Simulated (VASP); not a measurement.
An input for Ansatz (written as the equivalent of a VASP run, and not itself run):

Ansatz 0.2 input:
```yaml
crystal:
  lattice:
    - [-3.6328750, 3.6328750, 4.5416200]
    - [3.6328750, -3.6328750, 4.5416200]
    - [3.6328750, 3.6328750, -4.5416200]
  atoms:
    - { symbol: Ba, position: [0.7500000, 0.7500000, 0.0000000] }
    - { symbol: Ba, position: [0.2500000, 0.2500000, 0.0000000] }
    - { symbol: Te, position: [0.3639400, 0.8639400, 0.2278800] }
    - { symbol: Te, position: [0.6360600, 0.1360600, 0.7721200] }
    - { symbol: Te, position: [0.8639400, 0.6360600, 0.5000000] }
    - { symbol: Te, position: [0.1360600, 0.3639400, 0.5000000] }
kpoints:
  mp_grid: { grid: [3, 3, 3] }
hamiltonian:
  xc: pbesol
  pseudopotentials: { kind: paw }
scf:
  occupations: { method: fermi_dirac, width: 0.02 }
  max_iter: 100
output: { forces: true, stress: true, eigenvalues: true }
```

Problem. Translate this input to VASP (INCAR, KPOINTS, POSCAR, choice of POTCAR).

Solution. One answer among several that fit: 
File POSCAR:
```
BaTe2
1
   -3.6328750000     3.6328750000     4.5416200000
    3.6328750000    -3.6328750000     4.5416200000
    3.6328750000     3.6328750000    -4.5416200000
Ba Te
2 4
Direct
  0.7500000000   0.7500000000   0.0000000000
  0.2500000000   0.2500000000   0.0000000000
  0.3639400000   0.8639400000   0.2278800000
  0.6360600000   0.1360600000   0.7721200000
  0.8639400000   0.6360600000   0.5000000000
  0.1360600000   0.3639400000   0.5000000000
```

KPOINTS:
```
Automatic mesh
0
Gamma
3 3 3
0 0 0
```

### INCAR
```
SYSTEM=BaTe2
PREC=Accurate; ENCUT=300; LREAL=.FALSE.
LASPH=.TRUE.
EDIFF=1E-6; NELM=100; ALGO=Normal
LMAXMIX=4
ISMEAR=-1; SIGMA=0.02
GGA=PS
ISIF=2
LWAVE=.FALSE.; LCHARG=.FALSE.
```

POTCAR, in this order: Ba_sv Te (PBE.64 set). Program: vasp_std.

What does not carry over: each code has its own PAW files, so the cut-off isn't converted (ENCUT is set for VASP's; basis.ecutwfc is left out, and Ansatz then takes the one that its files recommend); Ansatz stops its SCF on the density residual and VASP on the energy change (EDIFF).

The structure comes from a computed database's BaTe2 entry (I4/mcm); how it stands against other phases isn't given here. The cell was not relaxed at this level.
